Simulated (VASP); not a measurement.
Level of theory: PBEsol GGA, VASP's PBE PAW potentials (set 64) (plane waves; VASP).

The input files of a VASP run:

KPOINTS:
```
Automatic mesh
0
Gamma
13 13 13
0 0 0
```

INCAR:
```
SYSTEM = TaN
PREC = Accurate
ENCUT = 520
EDIFF = 1E-6
NELM = 100
ALGO = Normal
LREAL = .FALSE.
LASPH = .TRUE.
ISMEAR = 1
SIGMA = 0.1
GGA = PS
LMAXMIX = 6
LWAVE = .FALSE.
LCHARG = .FALSE.
IBRION = 2
ISIF = 3
NSW = 60
EDIFFG = -0.01
```

File POSCAR:
```
TaN
1.0
  0.0000000000   2.1897325303   2.1897325303
  2.1897325303   0.0000000000   2.1897325303
  2.1897325303   2.1897325303   0.0000000000
Ta N
1 1
Direct
  0.0000000000   0.0000000000   0.0000000000
  0.5000000000   0.5000000000   0.5000000000
```

POTCAR, in this order: Ta_pv N (PBE.64 set). Program: vasp_std.

Output of the run:

OUTCAR:
```
 ion  position               nearest neighbor table
   1  0.000  0.000  0.000-   2 2.19   2 2.19   2 2.19   2 2.19   2 2.19   2 2.19
   2  0.500  0.500  0.500-   1 2.19   1 2.19   1 2.19   1 2.19   1 2.19   1 2.19
  LATTYP: Found a face centered cubic cell.
 ALAT       =     4.3794650606
 Subroutine PRICEL returns:
 Original cell was already a primitive cell.
 Subroutine GETGRP returns: Found 48 space group operations
The static configuration has the point symmetry O_h .
The dynamic configuration has the point symmetry O_h .
 Subroutine INISYM returns: Found 48 space group operations
 Subroutine IBZKPT returns following result:
 Found     84 irreducible k-points:

 Following reciprocal coordinates:
            Coordinates               Weight
  0.000000  0.000000  0.000000      1.000000
  0.076923  0.000000  0.000000      8.000000
  0.153846  0.000000  0.000000      8.000000
  0.230769  0.000000  0.000000      8.000000
  0.307692  0.000000  0.000000      8.000000
  0.384615  0.000000  0.000000      8.000000
  0.461538  0.000000  0.000000      8.000000
  0.076923  0.076923  0.000000      6.000000
  0.153846  0.076923  0.000000     24.000000
  0.230769  0.076923  0.000000     24.000000
  0.307692  0.076923  0.000000     24.000000
  0.384615  0.076923  0.000000     24.000000
  0.461538  0.076923  0.000000     24.000000
 -0.461538  0.076923  0.000000     24.000000
 -0.384615  0.076923  0.000000     24.000000
 -0.307692  0.076923  0.000000     24.000000
 -0.230769  0.076923  0.000000     24.000000
 -0.153846  0.076923  0.000000     24.000000
 -0.076923  0.076923  0.000000     12.000000
  0.153846  0.153846  0.000000      6.000000
  0.230769  0.153846  0.000000     24.000000
  0.307692  0.153846  0.000000     24.000000
  0.384615  0.153846  0.000000     24.000000
  0.461538  0.153846  0.000000     24.000000
 -0.461538  0.153846  0.000000     24.000000
 -0.384615  0.153846  0.000000     24.000000
 -0.307692  0.153846  0.000000     24.000000
 -0.230769  0.153846  0.000000     24.000000
 -0.153846  0.153846  0.000000     12.000000
  0.230769  0.230769  0.000000      6.000000
  0.307692  0.230769  0.000000     24.000000
  0.384615  0.230769  0.000000     24.000000
  0.461538  0.230769  0.000000     24.000000
 -0.461538  0.230769  0.000000     24.000000
 -0.384615  0.230769  0.000000     24.000000
 -0.307692  0.230769  0.000000     24.000000
 -0.230769  0.230769  0.000000     12.000000
  0.307692  0.307692  0.000000      6.000000
  0.384615  0.307692  0.000000     24.000000
  0.461538  0.307692  0.000000     24.000000
   k-points           NKPTS =     84   k-points in BZ     NKDIM =     84   number of bands    NBANDS=     12
   number of dos      NEDOS =    301   number of ions     NIONS =      2
   total plane-waves  NPLWV =  13824
   dimension x,y,z NGX =    24 NGY =   24 NGZ =   24
   dimension x,y,z NGXF=    48 NGYF=   48 NGZF=   48
   ions per type =               1   1
   PREC   = accura    normal or accurate (medium, high low for compatibility)
   ISTART =      0    job   : 0-new  1-cont  2-samecut
   ICHARG =      2    charge: 1-file 2-atom 10-const
   ISPIN  =      1    spin polarized calculation?
   LNONCOLLINEAR =      F non collinear calculations
   LSORBIT =      F    spin-orbit coupling
   INIWAV =      1    electr: 0-lowe 1-rand  2-diag
   ENCUT  =  520.0 eV  38.22 Ry    6.18 a.u.   5.76  5.76  5.76*2*pi/ulx,y,z
   NELM   =    100;   NELMIN=  2; NELMDL= -5     # of ELM steps
   EDIFF  = 0.1E-05   stopping-criterion for ELM
   LREAL  =      F    real-space projection
   NLSPLINE    = F    spline interpolate recip. space projectors
   LMAXMIX     =    6 max onsite mixed and CHGCAR
...
```

### OSZICAR
```
       N       E                     dE             d eps       ncg     rms          rms(c)
DAV:   1     0.978309414067E+02    0.97831E+02   -0.91024E+03  2016   0.139E+03
DAV:   2    -0.219543937632E+02   -0.11979E+03   -0.11473E+03  2396   0.346E+02
DAV:   3    -0.259526932023E+02   -0.39983E+01   -0.39224E+01  2520   0.610E+01
DAV:   4    -0.259956018633E+02   -0.42909E-01   -0.42850E-01  2272   0.612E+00
DAV:   5    -0.259961656470E+02   -0.56378E-03   -0.56364E-03  2484   0.531E-01    0.255E+01
DAV:   6    -0.233486097135E+02    0.26476E+01   -0.10787E+01  2368   0.314E+01    0.110E+01
DAV:   7    -0.232562224764E+02    0.92387E-01   -0.40105E-01  2172   0.601E+00    0.718E+00
DAV:   8    -0.232234789668E+02    0.32744E-01   -0.12948E-01  2456   0.349E+00    0.105E+00
DAV:   9    -0.232195331591E+02    0.39458E-02   -0.20048E-02  2308   0.116E+00    0.364E-01
DAV:  10    -0.232193054240E+02    0.22774E-03   -0.18598E-03  2340   0.447E-01    0.931E-02
DAV:  11    -0.232192408651E+02    0.64559E-04   -0.20098E-04  2348   0.131E-01    0.127E-02
DAV:  12    -0.232192412707E+02   -0.40567E-06   -0.69356E-06  2156   0.259E-02
   1 F= -.23219241E+02 E0= -.23219347E+02  d E =-.232192E+02
```

OUTCAR:
```
------------------------ aborting loop because EDIFF is reached ----------------------------------------
  FORCE on cell =-STRESS in cart. coord.  units (eV):
  Direction    XX          YY          ZZ          XY          YZ          ZX
  --------------------------------------------------------------------------------------
  Total       -0.0050676     -0.0050676     -0.0050676     -0.0000000      0.0000000      0.0000000
  in kB       -0.3866461     -0.3866461     -0.3866461     -0.0000000      0.0000000      0.0000000
  external PRESSURE =      -0.3866461 kB  Pullay stress =       0.0000000 kB
  volume of cell :       21.00
      direct lattice vectors                 reciprocal lattice vectors
     0.000000000  2.189732530  2.189732530    -0.228338390  0.228338390  0.228338390
     2.189732530  0.000000000  2.189732530     0.228338390 -0.228338390  0.228338390
     2.189732530  2.189732530  0.000000000     0.228338390  0.228338390 -0.228338390
 POSITION                                       TOTAL-FORCE (eV/Angst)
 -----------------------------------------------------------------------------------
      0.00000      0.00000      0.00000        -0.000000      0.000000     -0.000000
      2.18973      2.18973      2.18973         0.000000     -0.000000      0.000000
 -----------------------------------------------------------------------------------
    total drift:                                0.000000     -0.000000     -0.000000
  FREE ENERGIE OF THE ION-ELECTRON SYSTEM (eV)
  ---------------------------------------------------
  free  energy   TOTEN  =       -23.2192412707 eV

  energy  without entropy=      -23.2195591764  energy(sigma->0) =      -23.21934724

 reached required accuracy - stopping structural energy minimisation
```
(Selected blocks of OUTCAR.)

The structure was generated: TaN was put into the rock salt type (Fm-3m), which need not be its known phase. It was relaxed first, which changed the volume by -40 %. The start is the result of an earlier pass.
